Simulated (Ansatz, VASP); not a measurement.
# Cross-check of Ru between VASP and Ansatz

One calculation is typed for both programs; each brings its own data sets. How far apart do they land? The structure shown is the end of the Ansatz relaxation below.

Program: Ansatz 0.2.0. Level of theory: plane waves, with VASP 6.6.1 beside it; single point at PBEsol. Results are calculated unless marked as measured.

### Step 1. Set-up

It takes space group P6_3/mmc (No. 194, hexagonal). Conventional cell: a = 2.696 Å, b = 2.696 Å, c = 4.209 Å, α = 90.00°, β = 90.00°, γ = 120.00°. Nearest to Ru lie 12 Ru at 2.62 to 2.70 Å.

### Step 2. Ansatz: relaxation, PBEsol

Ansatz runs on its PAW soft_1 files.

This run makes the geometry at which the two programs are then compared.

File input.yaml:

```yaml
crystal:
  lattice:
    - [2.69639618, 0.0, 0.0]
    - [-1.34819809, 2.3351475905, 0.0]
    - [0.0, 0.0, 4.20937902]
  atoms:
    - { symbol: Ru, position: [0.3333333, 0.6666667, 0.75] }
    - { symbol: Ru, position: [0.6666667, 0.3333333, 0.25] }
kpoints:
  mp_grid: { grid: [18, 18, 10] }
scf:
  occupations: { method: fermi_dirac, width: 0.05 }
hamiltonian:
  xc: pbesol
  pseudopotentials: { kind: paw, azcp: { folder: soft_1 }, xc_functional: pbe }
basis:
  ecutwfc: 600
output:
  forces: true
  stress: true
relax:
  f_tol: 0.005
  max_steps: 70
  cell: { stress_tol: 0.02, p_target: 0, fix: [c, alpha, beta, gamma] }
```

The run is started by

```console
> ansatz run input.yaml --threads 4 --pin off --max-ram 10240MiB --backend cpu --events-out ev --progress --plain --runs-dir out
```

Numbers of over 12 decimals in the logs are rounded to 6 here.

The log of the run:

```text
Warning: crystal.symmetry: narrowed to the stabiliser of the fixed cell quantities (relax.cell.fix) — unitary ops 24 → 8. The narrowing is safe, since a smaller group never makes results wrong: the run goes on under it, on as many k-points as the starting group would need, or more. Excluded: 16 operations that would move a fixed cell quantity at a test strain (relax.cell.fix fixes c, alpha, beta, gamma). The cell can leave their symmetry as it relaxes.
Engine: ansatz 0.2.0, aarch64-unknown-linux-gnu
Pseudopotentials: kind: paw
Pseudopotential: Ru, paw, valence charge 16, recommended cutoff 420 eV (normal), soft_1/Ru.paw.azcp
Functional definition: PBEsol
  exchange = pbesol_x
  correlation = pbesol_c
Crystal: 2 atoms, lattice volume = 26.504 Å³
Basis set: ecut = 600 eV, 881 PW (Γ), exchange–correlation on 48×48×72 points (8 copies of the dense FFT grid, shifted against one another)
Bands: 20, of which v1, the nominal top of the filled ones, is band 16 counted from 1 (15 counted from 0)
Symmetry: 8 space group operations
k-points: 546 of 3240
Non-local potential: Ru, projectors of the file, l = 0: 3, l = 1: 2, l = 2: 2, l = 3: 1
PAW form: soft (Blöchl's): semilocal exchange-correlation on the pseudo side does not see the compensation charge
PAW frozen core: Ru, regenerated for the run's functional, and the local potential with it (the file was generated under x = pbe(κ = 0.804, μ = 0.219515), c = pbe(β = 0.066725))
PAW one-centre angular grid: Ru, 590 points (default); XC on 64 Gauss nodes
Initial density: superposition of atomic densities (chi_scale 0.1, normalization cell)
Initial wavefunctions: pseudopotential atomic-orbital guess
Functional: x = pbesol(κ = 0.804, μ = 0.123457), c = pbesol(β = 0.046)
SCF iter   1: F=—  HF=-11634.552135 eV  |F-HF|=—  |Δ(HF+E_count)|=         —  Δρ=1.31e-1  dr2=4.32e0  ethr=3.10e-3  ⟨swp⟩=5.1  Hψ=44901  notcnv=0
preconditioner: auto → none  [metal: Δε(μ)=0.015 eV  Ē_g=6.417 eV  σ=0.050 eV  W_gap=0.07  n_scr=8 (ndim 8)  ℏωp=28.9 eV  f_vac=0.000  D(μ)=1.80/eV (n_scr^D=22)  sad-step TF]
SCF iter   2: F=—  HF=-11633.503364 eV  |F-HF|=—  |Δ(HF+E_count)|=    1.05e0  Δρ=7.05e-2  dr2=1.23e0  ethr=3.10e-3  ⟨swp⟩=2.3  Hψ=22166  notcnv=0  defer=18
SCF iter   3: F=—  HF=-11633.099522 eV  |F-HF|=—  |Δ(HF+E_count)|=   4.04e-1  Δρ=3.78e-3  dr2=1.44e-3  ethr=3.10e-3  ⟨swp⟩=2.0  Hψ=17333  notcnv=0  defer=18
SCF iter   4: F=—  HF=-11633.101429 eV  |F-HF|=—  |Δ(HF+E_count)|=   1.91e-3  Δρ=3.33e-4  dr2=7.37e-6  ethr=4.50e-6  ⟨swp⟩=2.2  Hψ=23307  notcnv=0  defer=9
SCF iter   5: F=—  HF=-11633.101448 eV  |F-HF|=—  |Δ(HF+E_count)|=   1.96e-5  Δρ=8.02e-5  dr2=1.31e-6  ethr=2.30e-8  ⟨swp⟩=2.4  Hψ=18062  notcnv=0  defer=9
SCF iter   6: F=-11633.101448 eV  HF=-11633.101448 eV  |F-HF|=8.92e-9  |Δ(HF+E_count)|=   4.38e-7  Δρ=9.12e-6  dr2=1.23e-8  ethr=3.13e-10  ⟨swp⟩=3.0  Hψ=48259  notcnv=0
SCF 1 converged in 6 iterations: F = -11633.101448 eV  dr2 = 1.23e-8
  greatest PAW one-centre occupation: 1.000 electrons in one spin orbital (limit 2), on the Ru atom at site 1 (counted from 0), in its partial waves of l = 0
relax step   1: F+E_penalty+E_count = -11633.10144777 eV  Δ(F+E_penalty+E_count) = +0.000e0 eV  max|allowed force component| = 1.435e-5 eV/Å  Δτ_max = 0.0000 Å  P = +2.019 GPa  Ω = 26.504 Å³  fix = [c, alpha, beta, gamma]  reactions: c +6.063 GPa; gamma +0.000 GPa/rad  (6 SCF iters, dr2 threshold 1.00e-7 eV, accepted)
Initial density: handed on by an earlier stage of this run
Initial wavefunctions: pseudopotential atomic-orbital guess (no wavefunctions were taken with the density)
iter 1 solved again at ethr=1.92e-8 eV; its pass at ethr=3.10e-3 eV (dr2=6.15e-6 eV) is discarded
SCF iter   1: F=—  HF=-11633.101446 eV  |F-HF|=—  |Δ(HF+E_count)|=         —  Δρ=9.30e-6  dr2=1.30e-8  ethr=1.92e-8  ⟨swp⟩=3.6  Hψ=80484  notcnv=0
preconditioner: auto → none  [metal: Δε(μ)=0.018 eV  Ē_g=6.046 eV  σ=0.050 eV  W_gap=0.09  n_scr=8 (ndim 8)  ℏωp=28.9 eV  f_vac=0.000  D(μ)=1.72/eV (n_scr^D=22)]
SCF iter   2: F=—  HF=-11633.101448 eV  |F-HF|=—  |Δ(HF+E_count)|=   1.97e-6  Δρ=1.67e-6  dr2=2.97e-10  ethr=4.07e-11  ⟨swp⟩=2.8  Hψ=21004  notcnv=0
SCF iter   3: F=—  HF=-11633.101448 eV  |F-HF|=—  |Δ(HF+E_count)|=  1.27e-11  Δρ=4.65e-7  dr2=2.12e-11  ethr=1.00e-12  ⟨swp⟩=2.7  Hψ=19716  notcnv=0
iter 4 did not close the SCF: its close was put off for the readings that it lacked (scf_convergence_deferred on its scf_iter line)
SCF iter   4: F=-11633.101448 eV  HF=-11633.101448 eV  |F-HF|=3.64e-12  |Δ(HF+E_count)|=  1.46e-11  Δρ=1.47e-7  dr2=1.14e-12  ethr=1.00e-12  ⟨swp⟩=1.0  Hψ=10920  notcnv=0
iter 5 did not close the SCF: its close was put off for the readings that it lacked (scf_convergence_deferred on its scf_iter line)
SCF iter   5: F=-11633.101448 eV  HF=-11633.101448 eV  |F-HF|=3.64e-12  |Δ(HF+E_count)|=  1.82e-12  Δρ=2.31e-8  dr2=6.33e-14  ethr=1.00e-12  ⟨swp⟩=1.0  Hψ=10920  notcnv=0
iter 6 did not close the SCF: its close was put off for the readings that it lacked (scf_convergence_deferred on its scf_iter line)
SCF iter   6: F=-11633.101448 eV  HF=-11633.101448 eV  |F-HF|=3.64e-12  |Δ(HF+E_count)|=    0.00e0  Δρ=1.96e-9  dr2=5.61e-16  ethr=1.00e-12  ⟨swp⟩=1.0  Hψ=10920  notcnv=0
iter 7 did not close the SCF: its close was put off for the readings that it lacked (scf_convergence_deferred on its scf_iter line)
SCF iter   7: F=-11633.101448 eV  HF=-11633.101448 eV  |F-HF|=0.00e0  |Δ(HF+E_count)|=  3.64e-12  Δρ=6.98e-10  dr2=8.37e-17  ethr=1.00e-12  ⟨swp⟩=1.0  Hψ=10920  notcnv=0
SCF iter   8: F=-11633.101448 eV  HF=-11633.101448 eV  |F-HF|=1.82e-12  |Δ(HF+E_count)|=    0.00e0  Δρ=9.96e-11  dr2=5.53e-19  ethr=1.00e-12  ⟨swp⟩=1.9  Hψ=25640  notcnv=0
SCF 2 converged in 8 iterations: F = -11633.101448 eV  dr2 = 5.53e-19
relax step   2: F+E_penalty+E_count = -11633.10144778 eV  Δ(F+E_penalty+E_count) = -4.324e-9 eV  max|allowed force component| = 9.467e-10 eV/Å  Δτ_max = 0.0000 Å  P = +2.019 GPa  Ω = 26.504 Å³  fix = [c, alpha, beta, gamma]  reactions: c +6.062 GPa; gamma +0.000 GPa/rad  stress off target by 3.29e-3 GPa on what of the cell is left free  SCF on the basis re-selected at this cell (its energy is not comparable with the rows above)  (8 SCF iters)
basis re-selected at this cell: Δ(F+E_penalty+E_count) = -4.324e-9 eV, ΔP = -0.000 GPa vs the last step (what re-selecting the basis moved, of the pressure what is left beyond the Pulay correction that the steps carried, after the strain that the cell walked since its last selection, with what the two solves' SCF thresholds leave and, on support functions, any second-order correction that the steps lacked; it is no m [...]
SCF converged after 8 iterations
Free energy (F): -11633.101448 eV
Harris-Foulkes:  -11633.101448 eV  (|F-HF|=1.82e-12)
Internal energy: -11633.087420 eV  (E = F + TS)
E sigma→0 (E₀):  -11633.094434 eV
Entropy (-TS):   -0.014028 eV (-7.014 meV/atom)
Fermi energy:    23.877462 eV
--- Per-component energies (eV) ---
  E_band       = -96.385120
  E_kinetic    = 922.315013
  E_local      = -2491.333051  (includes V_loc(G=0)·N_el)
  E_nonlocal   = 828.416282
  E_hartree    = 823.924938
  E_xc         = -339.203610
  E_vxc        = -430.384230  (∫ρ·V_xc dr)
  E_paw        = -6879.988413  (= ΣΔE_a)
  E_vpaw       = -573.249703  (= ΣTr[D̂ρ^β])
  E_aug_tail   = 0.000693  (compensation charges beyond the density's cutoff)
  E_ewald      = -4497.725865
  E_core_change = 0.506593  (= ΣΔE_core)
  E_smearing   = -0.014028  (= −TS)
  E_closure    = 0.000000  (closes the sum)
  Σ components = -11633.101448   (vs F -11633.101448, Δ=0.00e0)
--- Forces (eV/Å), atoms counted from 1 ---
  atom   1  Ru    -0.00000000     0.00000000     0.00000000
  atom   2  Ru     0.00000000    -0.00000000     0.00000000
  max |Σ_I F_I| component: 0.00e0 eV/Å
--- Stress (GPa, compression-positive) ---
       -0.003289      -0.000000       0.000000
       -0.000000      -0.003289       0.000000
        0.000000       0.000000       6.062279
  P = ⅓ Tr σ = 2.0186 GPa (20.186 kbar)
--- Relaxed structure (1 steps of the walk, 1 accepted, 1 SCFs on fresh bases) ---
  F+E_penalty+E_count = -11633.10144778 eV   max|allowed force component| = 9.467e-10 eV/Å   (the final SCF, on the basis selected at the relaxed cell)
  cell:  # Å, volume = 26.5043 Å³
    - [2.696396, 0.0, 0.0]
    - [-1.348198, 2.335148, 0.0]
    - [0.0, 0.0, 4.20937902]
  atoms:
    - { symbol: Ru, position: [0.333333, 0.666667, 0.75] }
    - { symbol: Ru, position: [0.666667, 0.333333, 0.25] }
```

### Step 3. VASP: single point, PBEsol, pair 1

The same cell, functional, mesh and smearing now go to VASP, with its own data sets.

Lines of VASP's logs that name or quote its potential files are left out, and so is its time.

File INCAR:

```
SYSTEM = Ru
PREC = Accurate
ENCUT = 500
EDIFF = 1E-06
NELM = 120
ISMEAR = -1
SIGMA = 0.05
LREAL = .FALSE.
ALGO = Normal
GGA = PS
NBANDS = 20
LASPH = .TRUE.
LORBIT = 11
LWAVE = .FALSE.
LCHARG = .FALSE.
ISIF = 2
GGA_COMPAT = .FALSE.
KPAR = 2
```

File POSCAR:

```
Ru
1.0
    2.6963961800      0.0000000000      0.0000000000
   -1.3481980900      2.3351475905      0.0000000000
    0.0000000000      0.0000000000      4.2093790200
Ru
2
Direct
    0.3333333334      0.6666666668      0.7500000000
    0.6666666668      0.3333333334      0.2500000000
```

File KPOINTS:

```
Automatic mesh
0
Gamma
18 18 10
0 0 0
```

Potentials, in the order of the species: Ru_pv (PBE family, release 64).

The run is started by

```console
> mpirun -np 2 vasp_std
```

The log of the run:

```text
[banner, memory and clock lines left out]
running    2 mpi-ranks, on    1 nodes
 distrk:  each k-point on    1 cores,    2 groups
 distr:  one band on    1 cores,    1 groups

 POSCAR found type information on POSCAR Ru
 POSCAR found :  1 types and       2 ions
|                                                                             |
|               ----> ADVICE to this user running VASP <----                  |
|                                                                             |
|     You enforced a specific xc type in the INCAR file but a different       |
|     [... a line on the potential file left out ...]
|     I HOPE YOU KNOW WHAT YOU ARE DOING!                                     |
|                                                                             |

 LDA part: xc-table for (Slater+PW92), standard interpolation
 POSCAR, INCAR and KPOINTS ok, starting setup
 FFT: planning ... GRIDC
 FFT: planning ... GRID_SOFT
 FFT: planning ... GRID
 WAVECAR not read
 entering main loop
       N       E                     dE             d eps       ncg     rms          rms(c)
DAV:   1     0.279704734111E+03    0.27970E+03   -0.17377E+04  8912   0.152E+03
DAV:   2    -0.160639363641E+02   -0.29577E+03   -0.28761E+03  9100   0.454E+02
DAV:   3    -0.218758320355E+02   -0.58119E+01   -0.57699E+01 10168   0.712E+01
DAV:   4    -0.219213318405E+02   -0.45500E-01   -0.45467E-01 11416   0.590E+00
DAV:   5    -0.219220180236E+02   -0.68618E-03   -0.68423E-03  9968   0.634E-01    0.204E+01
DAV:   6    -0.204424375838E+02    0.14796E+01   -0.33736E+00 10380   0.185E+01    0.541E+00
DAV:   7    -0.203525162136E+02    0.89921E-01   -0.62057E-01 10196   0.578E+00    0.102E+00
DAV:   8    -0.203443093007E+02    0.82069E-02   -0.24864E-02  9988   0.122E+00    0.442E-01
DAV:   9    -0.203426529677E+02    0.16563E-02   -0.28502E-03 10136   0.601E-01    0.476E-02
DAV:  10    -0.203426358988E+02    0.17069E-04   -0.19847E-04 10088   0.144E-01    0.257E-02
DAV:  11    -0.203426376198E+02   -0.17210E-05   -0.55307E-06 10252   0.228E-02    0.154E-03
DAV:  12    -0.203426375427E+02    0.77102E-07   -0.24839E-07  6056   0.472E-03
   1 F= -.20342638E+02 E0= -.20335631E+02  d E =-.140125E-01
```

Parts of OUTCAR (step 3):

```text
ion  position               nearest neighbor table
   1  0.333  0.667  0.750-   2 2.62   2 2.62   2 2.62   2 2.62   2 2.62   2 2.62
   2  0.667  0.333  0.250-   1 2.62   1 2.62   1 2.62   1 2.62   1 2.62   1 2.62

  LATTYP: Found a hexagonal cell.
 ALAT       =     2.6963961800
 C/A-ratio  =     1.5611129593

 Subroutine GETGRP returns: Found 24 space group operations
 (whereof 12 operations were pure point group operations)

The static configuration has the point symmetry D_3d.
 The point group associated with its full space group is D_6h.

 Found    222 irreducible k-points:

   k-points           NKPTS =    222   k-points in BZ     NKDIM =    222   number of bands    NBANDS=     20

   dimension x,y,z NGX =    20 NGY =   20 NGZ =   32
   dimension x,y,z NGXF=    40 NGYF=   40 NGZF=   64

   ENCUT  =  500.0 eV  36.75 Ry    6.06 a.u.   4.92  4.92  7.67*2*pi/ulx,y,z

   NELECT =      28.0000    total number of electrons

 k-points in reciprocal lattice and weights: Automatic mesh
   0.00000000  0.00000000  0.00000000       0.000
   0.05555556 -0.00000000  0.00000000       0.002
   0.11111111 -0.00000000  0.00000000       0.002
   0.16666667  0.00000000  0.00000000       0.002
   0.22222222  0.00000000  0.00000000       0.002
   0.27777778  0.00000000  0.00000000       0.002
   0.33333333 -0.00000000  0.00000000       0.002
   0.38888889 -0.00000000  0.00000000       0.002
   0.44444444  0.00000000  0.00000000       0.002
[...]
0.33333333  0.27777778  0.50000000       0.004
   0.33333333  0.33333333  0.50000000       0.001

 average (electrostatic) potential at core
       1 -66.7088       2 -66.7088

 E-fermi :  13.1469

 k-point     1 :       0.0000    0.0000    0.0000
  band No.  band energies     occupation
    ...
     11      10.7628      2.00000
     12      11.1781      2.00000
     13      11.1781      2.00000
     14      11.6000      2.00000
     15      11.6000      2.00000
     16      14.3842      0.00000
     17      14.3842      0.00000
     18      14.5724      0.00000
     19      23.3802      0.00000
     20      23.4057      0.00000

 k-point     2 :       0.0556   -0.0000    0.0000
  band No.  band energies     occupation
    ...
     11      10.9622      2.00000
     12      11.1276      2.00000
     13      11.2655      2.00000
     14      11.4886      2.00000
     15      11.5254      2.00000
     16      13.3313      0.04884
     17      14.4339      0.00000
     18      15.7837      0.00000
     19      23.3797      0.00000
     20      23.4057      0.00000

 k-point     3 :       0.1111   -0.0000    0.0000
  band No.  band energies     occupation
    ...
     12      11.0857      2.00000
     13      11.3024      2.00000
     14      11.3264      2.00000
     15      11.5228      2.00000
     16      12.4870      2.00000
     17      14.5606      0.00000
     18      17.1760      0.00000
     19      23.3772      0.00000
     20      23.4059      0.00000

  Total       -0.0060207     -0.0060207      0.9970607     -0.0000000     -0.0000000      0.0000000
  in kB       -0.3639509     -0.3639509     60.2720713     -0.0000000     -0.0000000      0.0000000
  external PRESSURE =      19.8480565 kB  Pullay stress =       0.0000000 kB

  energy-cutoff  :      500.00
  volume of cell :       26.50
      direct lattice vectors                 reciprocal lattice vectors
     2.696396180  0.000000000  0.000000000     0.370865382  0.214119228  0.000000000
    -1.348198090  2.335147591  0.000000000     0.000000000  0.428238457  0.000000000
     0.000000000  0.000000000  4.209379020     0.000000000  0.000000000  0.237564732

 POSITION                                       TOTAL-FORCE (eV/Angst)
 -----------------------------------------------------------------------------------
      0.00000      1.55677      3.15703         0.000000      0.000000      0.000000
      1.34820      0.77838      1.05234        -0.000000     -0.000000      0.000000
 -----------------------------------------------------------------------------------
    total drift:                               -0.000000     -0.000000      0.000000

  FREE ENERGIE OF THE ION-ELECTRON SYSTEM (eV)
  ---------------------------------------------------
  free  energy   TOTEN  =       -20.3426375427 eV

  energy  without entropy=      -20.3286250731  energy(sigma->0) =      -20.33563131

 total charge
# of ion       s       p       d       tot
------------------------------------------
    1        0.414   6.332   5.973  12.719
    2        0.414   6.332   5.973  12.719
--------------------------------------------------
tot          0.827  12.664  11.946  25.437

[... 3 further parts left out ...]
```

The run ends at a pressure of 1.98 GPa.

### Step 4. Comparison

Known differences besides the potentials themselves: the data sets hold 32 valence electrons in Ansatz (on its PAW soft_1 files) and 28 in VASP; the cutoff is 600 eV in Ansatz and 500 eV in VASP; Ansatz makes its cores anew for this functional, VASP keeps those of its PBE data sets; Ansatz's pressure holds a Pulay correction, VASP's none. Total energies have different zeros and are not compared.

Compared:

| quantity | Ansatz | VASP | difference |
| --- | --- | --- | --- |
| pressure (GPa) | 2.02 | 1.98 | +0.03 |

### Step 5. Ansatz: relaxation, PBEsol

This run makes the geometry at which the two programs are then compared. The cell compared in this pair holds 26.64 Å³, against 26.50 Å³ for the pair before.

The structure compared here is the end of the Ansatz relaxation.

Changes to input.yaml since step 2:

```diff
@@ -2,5 +2,5 @@
   lattice:
-    - [2.69639618, 0.0, 0.0]
-    - [-1.34819809, 2.3351475905, 0.0]
-    - [0.0, 0.0, 4.20937902]
+    - [2.689672, 0.0, 0.0]
+    - [-1.344836, 2.3293242798, 0.0]
+    - [0.0, 0.0, 4.251898]
   atoms:
```

The run is started by

```console
> ansatz run input.yaml --threads 4 --pin off --max-ram 10240MiB --backend cpu --events-out ev --progress --plain --runs-dir out
```

The log of the run:

```text
[...]
Crystal: 2 atoms, lattice volume = 26.639 Å³
Basis set: ecut = 600 eV, 881 PW (Γ), exchange–correlation on 48×48×72 points (8 copies of the dense FFT grid, shifted against one another)
Bands: 20, of which v1, the nominal top of the filled ones, is band 16 counted from 1 (15 counted from 0)
Symmetry: 8 space group operations
k-points: 546 of 3240
[...]
0.000000      -0.001902       0.000000
        0.000000       0.000000       0.002283
  P = ⅓ Tr σ = -0.0005 GPa (-0.005 kbar)
--- Relaxed structure (1 steps of the walk, 1 accepted, 1 SCFs on fresh bases) ---
[...]
cell:  # Å, volume = 26.6386 Å³
    - [2.689672, 0.0, 0.0]
    - [-1.344836, 2.329324, 0.0]
    - [0.0, 0.0, 4.251898]
  atoms:
    - { symbol: Ru, position: [0.333333, 0.666667, 0.75] }
    - { symbol: Ru, position: [0.666667, 0.333333, 0.25] }
[key lines of the parts left out:]
SCF converged after 8 iterations
Free energy (F): -11633.106464 eV
Fermi energy:    23.725951 eV
```

(Continued in part 2 of 2.)

[Lines on the potential files, build, host, timing and source positions are cut from VASP's logs without a mark.]

[Logs are printed without paths, hosts, clocks, repeated set-up lines and the standing remarks that a program may print on its own settings, such as how far it seeks lower states.]

[Hosts, paths, dates, database ids (printed as entryN), source tags and the programs' standing remarks are cut or masked in the printed files.]
